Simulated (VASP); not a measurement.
# What goes wrong when the gap of MoS2 is computed with a bad input, part 2 of 2

Aim: see how common mistakes in a band-structure run show up, on MoS2. The starting structure is a measured crystal structure from the Crystallography Open Database. The atoms were first relaxed with LDA in that cell, in a run that isn't shown, and the relaxed structure is the one below.

VASP 6.6.1.

Results so far: reference 0.841 eV; a k mesh far too coarse and no band path 1.659 eV.

The database entry behind the starting cell differs from later determinations by our own check (about 0.3 % long), so it need not match the best structure at ambient conditions.

## 5. Bands with one electron missing

Level of this step: LDA; plane waves and PAW (Mo_sv, S) (VASP).

A slip made on purpose: one electron missing. Against step 2 the input has NELECT = 51 (also changed: NELM).

INCAR

```
SYSTEM = MoS2
PREC = Accurate
ENCUT = 350
EDIFF = 1E-06
NELM = 60
ISMEAR = 0
SIGMA = 0.03
LREAL = .FALSE.
ALGO = Normal
GGA = CA
NBANDS = 42
LASPH = .TRUE.
LORBIT = 11
LWAVE = .FALSE.
LCHARG = .FALSE.
KPAR = 16
NELECT = 51
```

POSCAR

```
MoS2
1.0
    3.1690000000      0.0000000000      0.0000000000
   -1.5845000000      2.7444345046      0.0000000000
    0.0000000000      0.0000000000     12.3240000000
Mo S
2 4
Direct
    0.6666666667      0.3333333333      0.7500000000
    0.3333333333      0.6666666667      0.2500000000
    0.6666666667      0.3333333333      0.3750242501
    0.3333333333      0.6666666667      0.8750242501
    0.6666666667      0.3333333333      0.1249757499
    0.3333333333      0.6666666667      0.6249757499
```

KPOINTS

```
Automatic mesh
0
Gamma
9 9 2
0 0 0
```

KPOINTS_OPT

```
Line mode
8
Line-mode
Reciprocal
  0.00000000   0.00000000   0.00000000 GAMMA
  0.50000000   0.00000000   0.00000000 M

  0.50000000   0.00000000   0.00000000 M
  0.33333333   0.33333333   0.00000000 K

  0.33333333   0.33333333   0.00000000 K
  0.00000000   0.00000000   0.00000000 GAMMA

  0.00000000   0.00000000   0.00000000 GAMMA
  0.00000000   0.00000000   0.50000000 A

  0.00000000   0.00000000   0.50000000 A
  0.50000000   0.00000000   0.50000000 L

  0.50000000   0.00000000   0.50000000 L
  0.33333333   0.33333333   0.50000000 H

  0.33333333   0.33333333   0.50000000 H
  0.00000000   0.00000000   0.50000000 A

  0.50000000   0.00000000   0.50000000 L
  0.50000000   0.00000000   0.00000000 M

  0.33333333   0.33333333   0.00000000 K
  0.33333333   0.33333333   0.50000000 H
```

PAW data sets: Mo_sv and S (LDA family, release 64).

Started as:

```sh
$ mpirun -np 16 vasp_std
```

The program printed:

```text
[banner, memory and clock lines left out]
running   16 mpi-ranks, on    1 nodes
[...]
[... a notice as in an earlier step ...]

 LDA part: xc-table for (Slater(with rela. corr.)+CA(PZ))
 , standard interpolation
 POSCAR, INCAR and KPOINTS ok, starting setup
[...]
entering main loop
       N       E                     dE             d eps       ncg     rms          rms(c)
DAV:   1     0.338205069848E+03    0.33821E+03   -0.22505E+04  2224   0.840E+02
DAV:   2    -0.421690005558E+02   -0.38037E+03   -0.36458E+03  2346   0.281E+02
DAV:   3    -0.587380048108E+02   -0.16569E+02   -0.16286E+02  2486   0.555E+01
DAV:   4    -0.589645362418E+02   -0.22653E+00   -0.22626E+00  2392   0.680E+00
DAV:   5    -0.589682717945E+02   -0.37356E-02   -0.37347E-02  2502   0.851E-01BRMIX: very serious problems
 the old and the new charge density differ
 old charge density:    52.00000 new   51.00000
BRMIX: very serious problems
 the old and the new charge density differ
 old charge density:    52.00000 new   51.00000
BRMIX: very serious problems
[...]
1 F= -.55389707E+02 E0= -.55388142E+02  d E =-.312920E-02
 Start KPOINTS_OPT (optional k-point list driver)
k-point batch [1-24\72]
       N       E                     dE             ncg
DAV:   1    -0.298627842711E+04   -0.28914E+05     2288
DAV:   2    -0.118914120241E+05   -0.89051E+04     2348
DAV:   3    -0.122609029339E+05   -0.36949E+03     2410
DAV:   4    -0.122659951722E+05   -0.50922E+01     2424
DAV:   5    -0.122660808078E+05   -0.85636E-01     2468
DAV:   6    -0.122660828382E+05   -0.20303E-02     2504
DAV:   7    -0.122660828939E+05   -0.55702E-04     2492
DAV:   8    -0.122660828955E+05   -0.15715E-05     1766
DAV:   9    -0.122660828956E+05   -0.15986E-06     1612
[...]
k-point batch [49-72\72]
       N       E                     dE             ncg
DAV:   1    -0.317606279736E+04   -0.36610E+05     2280
DAV:   2    -0.119577901560E+05   -0.87817E+04     2374
DAV:   3    -0.123189370070E+05   -0.36115E+03     2450
DAV:   4    -0.123238643457E+05   -0.49273E+01     2374
DAV:   5    -0.123239427511E+05   -0.78405E-01     2424
DAV:   6    -0.123239445618E+05   -0.18107E-02     2388
DAV:   7    -0.123239446104E+05   -0.48585E-04     2428
DAV:   8    -0.123239446117E+05   -0.12867E-05     1708
DAV:   9    -0.123239446118E+05   -0.15342E-06     1648
```

Run time: 11 s. Hardware: 16 MPI ranks of Intel Xeon Platinum 8488C (Sapphire Rapids), shared host; peak memory 3.5 GiB; 2.7 min of CPU time.

OUTCAR, selected parts (step 5):

```text
  Total      -14.6981362    -14.6981362    -15.9330948      0.0000000      0.0000000      0.0000000
  in kB     -219.7080908   -219.7080908   -238.1682819      0.0000000      0.0000000      0.0000000
  external PRESSURE =    -225.8614879 kB  Pullay stress =       0.0000000 kB

 POSITION                                       TOTAL-FORCE (eV/Angst)
 -----------------------------------------------------------------------------------
      1.58450      0.91481      9.24300        -0.000000      0.000000      0.000000
     -0.00000      1.82962      3.08100         0.000000     -0.000000      0.000000
      1.58450      0.91481      4.62180         0.000000      0.000000     -0.035006
     -0.00000      1.82962     10.78380        -0.000000     -0.000000     -0.035006
      1.58450      0.91481      1.54020         0.000000     -0.000000      0.035006
     -0.00000      1.82962      7.70220        -0.000000     -0.000000      0.035006
 -----------------------------------------------------------------------------------
    total drift:                               -0.000000      0.000000     -0.000000

  FREE ENERGIE OF THE ION-ELECTRON SYSTEM (eV)
  ---------------------------------------------------
  free  energy   TOTEN  =       -55.3897066241 eV

  energy  without entropy=      -55.3865774237  energy(sigma->0) =      -55.38814202

[... 2 parts as in an earlier step ...]

[... 1 further part left out ...]
[key lines of the parts left out:]
E-fermi :   6.1652
```

With one electron missing there is no gap to read, since by its occupations the run counts as a metal (its levels may still leave one).

## 6. Bands with too few electronic steps

A slip made on purpose: too few electronic steps. Against step 2 the input has NELM = 4.

INCAR: that of step 5 with these lines changed.

```diff
@@ -4,3 +4,3 @@
 EDIFF = 1E-06
-NELM = 60
+NELM = 4
 ISMEAR = 0
@@ -16,2 +16 @@
 KPAR = 16
-NELECT = 51
```

POSCAR is that of step 5.

KPOINTS is that of step 5.

KPOINTS_OPT is that of step 5.

Started as:

```sh
$ mpirun -np 16 vasp_std
```

The program printed:

```text
[... set-up lines as in an earlier step ...]
 entering main loop
       N       E                     dE             d eps       ncg     rms          rms(c)
[... 4 cycles as in an earlier step ...]
 -----------------------------------------------------------------------------
|                                                                             |
|           W    W    AA    RRRRR   N    N  II  N    N   GGGG   !!!           |
|           W    W   A  A   R    R  NN   N  II  NN   N  G    G  !!!           |
|           W    W  A    A  R    R  N N  N  II  N N  N  G       !!!           |
|           W WW W  AAAAAA  RRRRR   N  N N  II  N  N N  G  GGG   !            |
|           WW  WW  A    A  R   R   N   NN  II  N   NN  G    G                |
|           W    W  A    A  R    R  N    N  II  N    N   GGGG   !!!           |
|                                                                             |
|     The electronic self-consistency was not achieved in the given           |
|     number of steps (NELM). The forces and other quantities evaluated       |
|     might not be reliable so examine the results carefully. If you find     |
|     spurious results, we suggest increasing NELM, if you were close to      |
|     convergence or switching to a different ALGO or adjusting the           |
|     density mixing parameters otherwise.                                    |
|                                                                             |
 -----------------------------------------------------------------------------

   1 F= -.51873989E+02 E0= -.51873989E+02  d E =-.415755E-11
 Start KPOINTS_OPT (optional k-point list driver)
k-point batch [1-24\72]
       N       E                     dE             ncg
DAV:   1    -0.278981274162E+04   -0.29484E+05     2288
DAV:   2    -0.119928640155E+05   -0.92031E+04     2374
DAV:   3    -0.123684591133E+05   -0.37560E+03     2418
DAV:   4    -0.123735297777E+05   -0.50707E+01     2432
[...]
k-point batch [49-72\72]
       N       E                     dE             ncg
DAV:   1    -0.301534429526E+04   -0.37431E+05     2312
DAV:   2    -0.120408481222E+05   -0.90255E+04     2352
DAV:   3    -0.124141443732E+05   -0.37330E+03     2452
DAV:   4    -0.124191926301E+05   -0.50483E+01     2376
```

It took 5.2 s on 16 MPI ranks; peak memory 3.3 GiB.

OUTCAR, selected parts (step 6):

```text
  Total      -22.8697631    -22.8697631    -38.9669603      0.0000000      0.0000000      0.0000000
  in kB     -341.8577642   -341.8577642   -582.4790532      0.0000000      0.0000000      0.0000000
  external PRESSURE =    -422.0648605 kB  Pullay stress =       0.0000000 kB

 POSITION                                       TOTAL-FORCE (eV/Angst)
 -----------------------------------------------------------------------------------
      1.58450      0.91481      9.24300        -0.000000      0.000000     -0.000000
     -0.00000      1.82962      3.08100         0.000000      0.000000     -0.000000
      1.58450      0.91481      4.62180        -0.000000     -0.000000      0.383830
     -0.00000      1.82962     10.78380         0.000000     -0.000000      0.383830
      1.58450      0.91481      1.54020        -0.000000      0.000000     -0.383830
     -0.00000      1.82962      7.70220        -0.000000      0.000000     -0.383830
 -----------------------------------------------------------------------------------
    total drift:                               -0.000000      0.000000     -0.000000

  FREE ENERGIE OF THE ION-ELECTRON SYSTEM (eV)
  ---------------------------------------------------
  free  energy   TOTEN  =       -51.8739894699 eV

  energy  without entropy=      -51.8739894699  energy(sigma->0) =      -51.87398947

[... 2 parts as in an earlier step ...]

[... 1 further part left out ...]
[key lines of the parts left out:]
E-fermi :   8.1348
```

The electronic loop didn't reach EDIFF within its 4 cycles (NELM).

## 7. Comparison

| run | ended | gap (eV) | change (eV) | core minutes |
| --- | --- | --- | --- | --- |
| reference | converged | 0.841 | - | 4.27 |
| a k mesh far too coarse and no band path | converged | 1.659 | 0.817 | 0.373 |
| a hybrid's name typed into the meta-GGA tag | stopped by VASP | - | - | 2.29 |
| one electron missing | converged | none | - | 2.88 |
| too few electronic steps | not converged | - | - | 1.39 |

Core minutes are wall time times ranks of the run shown, on a shared host.

## 8. Results

```yaml
reference_gap: 0.841 eV
gap_with_a_k_mesh_far_too_coarse_and_no_band_path: 1.659 eV
gap_with_one_electron_missing: none to read from the occupations
run_with_a_hybrid_s_name_typed_into_the_meta_gga_tag: stopped by VASP
run_with_too_few_electronic_steps: not converged
```

In words: VASP stopped by itself in the run with a hybrid's name typed into the meta-GGA tag. The run with too few electronic steps didn't converge. Finished, but with signs in the output that stand out against the reference: a k mesh far too coarse and no band path, with the gap changed by +0.82 eV (signs: a stress of up to 28.8 GPa and forces of up to 4.44 eV/Å); one electron missing, with no gap to read, since by its occupations the run counts as a metal (its levels may still leave one) (signs: a warning on the charge density, a stress of up to 23.8 GPa and forces of up to 0.04 eV/Å). Further runs on this material are not shown.

[Lines on the potential files, build, host, timing and source positions are cut from VASP's logs without a mark.]

[Logs are printed without paths, hosts, clocks, repeated set-up lines and the standing remarks that a program may print on its own settings, such as how far it seeks lower states.]

[Hosts, paths, dates, database ids (printed as entryN), source tags and the programs' standing remarks are cut or masked in the printed files.]
